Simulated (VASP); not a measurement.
Runs of VASP 6.6.1 on Au. It takes space group Fm-3m (No. 225, cubic). Conventional cell: a = 4.117 Å, b = 4.117 Å, c = 4.117 Å, α = 90.00°, β = 90.00°, γ = 90.00°. Around Au (site symmetry m-3m) lie 12 Au at 2.91 Å. 

```tsv
task	level	potentials or basis	cell	k mesh	cutoff (eV)	mesh quality	gap on the mesh (eV)	pressure (GPa)	relaxed volume (Å³/atom)
relaxation of cell and atoms	PBEsol	VASP PAW PBE potentials, release 64 (Au)	relaxed	18 × 18 × 18	480	not flagged	none	0.0	17.00
relaxation of cell and atoms	PBEsol	VASP PAW PBE potentials, release 64 (Au)	relaxed	6 × 6 × 6	600	coarse	none	0.0	17.13
relaxation of cell and atoms	PBEsol	VASP PAW PBE potentials, release 64 (Au)	relaxed	18 × 18 × 18	300	not flagged	none	0.0	16.92
relaxation of cell and atoms	LDA	VASP PAW LDA potentials, release 64 (Au)	relaxed	18 × 18 × 18	600	not flagged	none	0.0	(b)
relaxation of cell and atoms	PBEsol	VASP PAW PBE potentials, release 64 (Au)	relaxed	18 × 18 × 18	580	not flagged	none	0.0	17.00
single point	PBEsol	VASP PAW PBE potentials, release 64 (Au)	as given	18 × 18 × 18	520	not flagged	none	-4.2	-
relaxation of cell and atoms	RPBE	VASP PAW PBE potentials, release 64 (Au)	relaxed	18 × 18 × 18	600	not flagged	none	0.0	(a)
relaxation of cell and atoms	PBEsol	VASP PAW PBE potentials, release 64 (Au)	relaxed	18 × 18 × 18	600	not flagged	none	0.0	17.00
```

Alike in all rows: no spin polarisation; smearing gaussian 0.1 eV.

Problem. Fill in the values left out.

Solution. (a) 18.47; (b) 16.64.

Caveats: some runs use coarse meshes; the PAW data sets were made with another functional, which shifts forces and pressure a little (some runs).

A k mesh can miss the band edges, and the runs leave out spin-orbit coupling on Au.

A gap of «none» marks a metal or a gap under the smearing width.

Runs at the PBE level aren't shown here.
